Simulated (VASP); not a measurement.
A convergence study with VASP on W (bcc): one setting is varied, all else stays as given below, so the limit is that of these other settings. Each run relaxes cell and ions from the cell shown.

```
CELL_PARAMETERS angstrom
     -1.58000     1.58000     1.58000
      1.58000    -1.58000     1.58000
      1.58000     1.58000    -1.58000
ATOMIC_POSITIONS crystal
  W  0.00000 0.00000 0.00000
```

The numbers are results of PBE GGA, VASP's PBE PAW potentials (set 64) (plane waves; VASP), not measurements. The tightest run used: 550 eV cut-off, 21×21×21 Γ-centred mesh, first-order Methfessel-Paxton smearing of 0.10 eV, potentials W_sv.

```tsv
setting	relaxed volume (Å³/atom)	E (eV/atom)	irreducible k-points
2×2×2 mesh	16.677	-12.2895	3
3×3×3 mesh	16.569	-12.5477	4
4×4×4 mesh	16.111	-12.7972	8
5×5×5 mesh	16.146	-13.0024	10
6×6×6 mesh	16.065	-12.9999	16
7×7×7 mesh	16.230	-12.8879	20
```

### Question
These are the cheaper rows. Estimate the results at 21×21×21 mesh, and how far the last row shown lies from them.

### Answer

```csv
quantity,tightest run,last row shown is off by
relaxed volume (Å³/atom),16.165,0.065
E (eV/atom),-12.9506,0.0628
```

Left out are rungs that failed or repeat a setting and relaxations that didn't move; long series are thinned to 24 rows.

The compound is W in the bcc structure.
